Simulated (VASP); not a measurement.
# LiY3 (Pm-3m) in VASP: reference runs

Reference runs on LiY3: the cell as given and a disturbed copy.

Program: VASP 6.6.1. These are calculated values, not measurements. Logs are shortened: lines on timing, memory, paths and dates and some standing lists are left out, and cuts for length are marked.

### Step 1. The crystal as given

It takes space group Pm-3m (No. 221, cubic). The conventional cell has a = 4.920 Å, b = 4.920 Å, c = 4.920 Å, α = 90.00°, β = 90.00°, γ = 90.00°. Around Y (site symmetry 4/mmm) lie 8 Y at 3.48 Å and 4 Li at 3.48 Å. Around Li (site symmetry m-3m) lie 12 Y at 3.48 Å.

The cell comes from a database or a generator and needn't be the stable form of this composition.

### Step 2. Single point, PBE

The input, INCAR:

```
ALGO = Normal ; EDIFF = 1E-7
ENCUT = 520 ; GGA = PE
ISIF = 2 ; ISMEAR = -1
LASPH = True ; LCHARG = True
LELF = True ; LREAL = False
LVHAR = True ; LWAVE = False
NBANDS = 26 ; NELM = 100
PREC = Accurate ; SIGMA = 0.05
```

The input, KPOINTS:

```
k-points
0
Gamma
  6 6 6
```

The input, POSCAR:

```
LiY3
1.0
    4.9197070000      0.0000000000      0.0000000000
    0.0000000000      4.9197070000      0.0000000000
    0.0000000000      0.0000000000      4.9197070000
Y Li
3 1
Direct
    0.0000000000      0.5000000000      0.5000000000
    0.5000000000      0.0000000000      0.5000000000
    0.5000000000      0.5000000000      0.0000000000
    0.0000000000      0.0000000000      0.0000000000
```

Potentials or basis: VASP PAW PBE potentials, release 64 (Y_sv, Li_sv).

Started as:

```console
cat potpaw_PBE.64/Y_sv/POTCAR potpaw_PBE.64/Li_sv/POTCAR > POTCAR
mpirun -np 1 vasp_std > vasp.out
```

OUTCAR:

```text
EDIFF = 1E-7
   ENCUT = 520
   GGA = PE
   ISIF = 2
   ISMEAR = -1
   LASPH = True
   LREAL = False
   NELM = 100
   PREC = Accurate

 ion  position               nearest neighbor table
   1  0.000  0.500  0.500-   2 3.48   3 3.48   4 3.48   3 3.48   4 3.48   2 3.48   4 3.48   4 3.48
                             2 3.48   3 3.48   3 3.48   2 3.48
   2  0.500  0.000  0.500-   1 3.48   3 3.48   4 3.48   3 3.48   4 3.48   1 3.48   3 3.48   3 3.48
                             1 3.48   4 3.48   4 3.48   1 3.48
   3  0.500  0.500  0.000-   1 3.48   2 3.48   4 3.48   1 3.48   2 3.48   2 3.48   4 3.48   2 3.48
                             1 3.48   4 3.48   1 3.48   4 3.48
   4  0.000  0.000  0.000-   1 3.48   2 3.48   3 3.48   1 3.48   2 3.48   1 3.48   3 3.48   1 3.48
                             2 3.48   3 3.48   2 3.48   3 3.48

  LATTYP: Found a simple cubic cell.
 ALAT       =     4.9197070000

  Lattice vectors:

 A1 = (   4.9197070000,   0.0000000000,   0.0000000000)
 A2 = (   0.0000000000,   4.9197070000,   0.0000000000)
 A3 = (   0.0000000000,   0.0000000000,   4.9197070000)

Analysis of symmetry for initial positions (statically):
=====================================================================
 Subroutine PRICEL returns:
 Original cell was already a primitive cell.

 Routine SETGRP: Setting up the symmetry group for a
 simple cubic supercell.

 Subroutine GETGRP returns: Found 48 space group operations
 (whereof 48 operations were pure point group operations)
 out of a pool of 48 trial point group operations.

The static configuration has the point symmetry O_h .

Analysis of symmetry for dynamics (positions and initial velocities):
=====================================================================
 Subroutine PRICEL returns:
 Original cell was already a primitive cell.

 Routine SETGRP: Setting up the symmetry group for a
 simple cubic supercell.

 Subroutine GETGRP returns: Found 48 space group operations
 (whereof 48 operations were pure point group operations)
 out of a pool of 48 trial point group operations.

The dynamic configuration has the point symmetry O_h .

 Subroutine INISYM returns: Found 48 space group operations
 (whereof 48 operations are pure point group operations),
 and found     1 'primitive' translations

----------------------------------------------------------------------------------------

                                     Primitive cell
[... 89 lines left out ...]
   NELM   =    100;   NELMIN=  2; NELMDL= -5     # of ELM steps
   EDIFF  = 0.1E-06   stopping-criterion for ELM
   LREAL  =      F    real-space projection
   EDIFFG = 0.1E-05   stopping-criterion for IOM
   NSW    =      0    number of steps for IOM
   IBRION =     -1    ionic relax: 0-MD 1-quasi-New 2-CG
   NFREE  =      0    steps in history (QN), initial steepest desc. (CG)
   ISIF   =      2    stress and relaxation
   ISYM   =      2    0-nonsym 1-usesym 2-fastsym
   POTIM  = 0.5000    time-step for ionic-motion
   TEBEG  =    0.0;   TEEND  =   0.0 temperature during run
   PSTRESS=    0.0 pullay stress
   NELECT =      36.0000    total number of electrons
   NUPDOWN=      -1.0000    fix difference up-down
   EMIN   =  10.00;   EMAX   =-10.00  energy-range for DOS
   EFERMI =   0.00;   METHOD = LEGACY
   ISMEAR =    -1;   SIGMA  =   0.05  broadening in eV -4-tet -1-fermi 0-gaus
   EFERMI_NEDOS =   21; number of points for ismear=-14 and -15
   IALGO  =     38    algorithm
   IMIX   =      4    mixing-type and parameters
     AMIX     =   0.40;   BMIX     =  1.00
     AMIX_MAG =   1.60;   BMIX_MAG =  1.00
  volume/ion in A,a.u.               =      29.77       200.89
  Fermi-wavevector in a.u.,A,eV,Ry     =   1.098761  2.076357 16.425973  1.207275
  Thomas-Fermi vector in A             =   2.235144
   LORBIT       =      0    0 simple, 1 ext, 2 COOP (PROOUT), +10 PAW based schemes
   GGA     = PE    functional components
   LHFCALC =     F    Hartree Fock is set to
   AEXX    =    0.0000 exact exchange contribution
   IVDW    =     0    specifies the selected vdW correction
   LEPSILON=     F    determine dielectric tensor
   LRPA    =     F    only Hartree local field effects (RPA)
 non-spin polarized calculation
  energy-cutoff  :      520.00
  volume of cell :      119.07
 maximum number of plane-waves:      3235
 NGX is ok and might be reduce to    40
   NGX = 19   NGY = 19   NGZ = 19

 number of electron      36.0000000 magnetization

 Free energy of the ion-electron system (eV)
  ---------------------------------------------------
  ext. energy  EPLUGINS =         0.00000000
  ---------------------------------------------------
  free energy    TOTEN  =       -20.44375896 eV

  energy without entropy =      -20.37622564  energy(sigma->0) =      -20.40999230

 E-fermi :   2.5820     XC(G=0):  -9.0122

 val. band max:        2.5565399373   @ k =   0.5000   0.3333   0.0000
 cond. band min:       2.5823367229   @ k =   0.1667   0.1667   0.1667
 fundamental gap:      0.0257967857
 Fermi energy:         2.5820292347

 k-point     1 :       0.0000    0.0000    0.0000
  band No.  band energies     occupation
      1     -42.9831      2.00000
      2     -40.2530      2.00000
      3     -40.1604      2.00000
      4     -40.1604      2.00000
      5     -20.4488      2.00000
      6     -20.4488      2.00000
[... 569 lines left out ...]
     25       5.2799      0.00000
     26       5.2799      0.00000

------------------------ aborting loop because EDIFF is reached ----------------------------------------

  FORCE on cell =-STRESS in cart. coord.  units (eV):
  Direction    XX          YY          ZZ          XY          YZ          ZX
  --------------------------------------------------------------------------------------
  -------------------------------------------------------------------------------------
  Total       -0.0434658     -0.0434658     -0.0434658     -0.0000000     -0.0000000      0.0000000
  in kB       -0.5848445     -0.5848445     -0.5848445     -0.0000000     -0.0000000      0.0000000
  external PRESSURE =      -0.5848445 kB  Pullay stress =       0.0000000 kB

 VOLUME and BASIS-vectors are now :
 -----------------------------------------------------------------------------
  energy-cutoff  :      520.00
  volume of cell :      119.07
      direct lattice vectors                 reciprocal lattice vectors
     4.919707000  0.000000000  0.000000000     0.203264137  0.000000000  0.000000000
     0.000000000  4.919707000  0.000000000     0.000000000  0.203264137  0.000000000
     0.000000000  0.000000000  4.919707000     0.000000000  0.000000000  0.203264137

 POSITION                                       TOTAL-FORCE (eV/Angst)
 -----------------------------------------------------------------------------------
      0.00000      2.45985      2.45985         0.000000      0.000000      0.000000
      2.45985      0.00000      2.45985         0.000000      0.000000      0.000000
      2.45985      2.45985      0.00000         0.000000      0.000000      0.000000
      0.00000      0.00000      0.00000         0.000000      0.000000      0.000000
 -----------------------------------------------------------------------------------
    total drift:                               -0.000000     -0.000000     -0.000000

  FREE ENERGIE OF THE ION-ELECTRON SYSTEM (eV)
  ---------------------------------------------------
  free  energy   TOTEN  =       -20.4437589639 eV

  energy  without entropy=      -20.3762256412  energy(sigma->0) =      -20.40999230
```

stdout:

```text
POSCAR found type information on POSCAR Y Li
 POSCAR found :  2 types and       4 ions
 scaLAPACK will be used
 LDA part: xc-table for (Slater+PW92), standard interpolation
 POSCAR, INCAR and KPOINTS ok, starting setup
 FFT: planning ... GRIDC
 FFT: planning ... GRID_SOFT
 FFT: planning ... GRID
 WAVECAR not read
 entering main loop
```

It took 51 s on 1 thread of Intel Xeon 6975P-C (Granite Rapids), shared host; peak memory 0.27 GiB.

Results:

```yaml
Free_energy: -20.4438 eV
Band_gap_on_the_k_mesh: none (metal or under the smearing width)
```

Caveat: the cutoff is under 1.25 times the usual one of these potentials, so pressure, stress and relaxed cells hold a basis-set (Pulay) error.

### Step 3. Single point, PBE (atoms moved at random, drawn with an rms of 0.05 Å)

The input, INCAR:

```
SYSTEM = LiY3
PREC = Accurate ; ENCUT = 520
EDIFF = 1E-7 ; ISMEAR = -1
SIGMA = 0.05 ; LREAL = .False.
LASPH = .True. ; NELM = 80
ALGO = Normal ; ISIF = 2
LWAVE = .False. ; LCHARG = .False.
GGA = PE ; NBANDS = 26
```

The input, KPOINTS:

```
Automatic mesh
0
Gamma
  6 6 6
  0 0 0
```

The input, POSCAR:

```
LiY3
1.0
    4.9197070000      0.0000000000      0.0000000000
    0.0000000000      4.9197070000      0.0000000000
    0.0000000000      0.0000000000      4.9197070000
Y Li
3 1
Direct
    0.0003470000      0.4935700000      0.4994560000
    0.4956100000      0.0003730000      0.4885420000
    0.5000620000      0.5052930000     -0.0001940000
   -0.0000720000      0.0102060000      0.0049420000
```

Potentials or basis: VASP PAW PBE potentials, release 64 (Y_sv, Li_sv).

Started as:

```console
cat potpaw_PBE.64/Y_sv/POTCAR potpaw_PBE.64/Li_sv/POTCAR > POTCAR
mpirun -np 1 vasp_std > vasp.out
```

Wall time 3.8 min (1 thread of Intel Xeon 6975P-C (Granite Rapids), shared host); peak memory 0.46 GiB.

Results (log left out):

```yaml
Free_energy: -20.4336 eV
Largest_force: 0.172 eV/Å
Band_gap_on_the_k_mesh: none (metal or under the smearing width)
```

Forces on the atoms (eV/Å):
```
Y   -0.065  0.103  0.042
Y    0.062  0.006  0.160
Y    0.013 -0.025 -0.132
Li  -0.010 -0.084 -0.071
```

Levels at points of the mesh, in eV from the Fermi level:
| k point | band 15 | band 16 | band 17 | band 18 | band 19 | band 20 | band 21 | band 22 |
| --- | --- | --- | --- | --- | --- | --- | --- | --- |
| (0.00, 0.00, 0.00) | -1.95 | -0.74 | -0.73 | -0.36 | -0.36 | -0.36 | 1.92 | 1.93 |
| (0.50, 0.00, 0.00) | -2.35 | -1.03 | 0.01 | 0.02 | 0.03 | 0.60 | 1.12 | 1.13 |
| (0.00, 0.50, 0.00) | -2.35 | -1.03 | 0.01 | 0.02 | 0.03 | 0.60 | 1.12 | 1.13 |
| (0.00, 0.00, 0.50) | -2.35 | -1.03 | 0.02 | 0.02 | 0.03 | 0.59 | 1.12 | 1.13 |
| (0.50, 0.50, 0.00) | -1.71 | -1.13 | -1.07 | -0.04 | 0.32 | 0.56 | 0.56 | 1.36 |
| (0.00, 0.50, 0.50) | -1.71 | -1.13 | -1.07 | -0.05 | 0.32 | 0.56 | 0.56 | 1.35 |
| (0.50, 0.00, 0.50) | -1.71 | -1.13 | -1.07 | -0.05 | 0.33 | 0.56 | 0.56 | 1.35 |
| (0.50, 0.50, 0.50) | -1.44 | -1.44 | -1.44 | 0.45 | 0.45 | 0.45 | 0.84 | 1.59 |

Caveat: the cutoff is under 1.25 times the usual one of these potentials, so pressure, stress and relaxed cells hold a basis-set (Pulay) error.
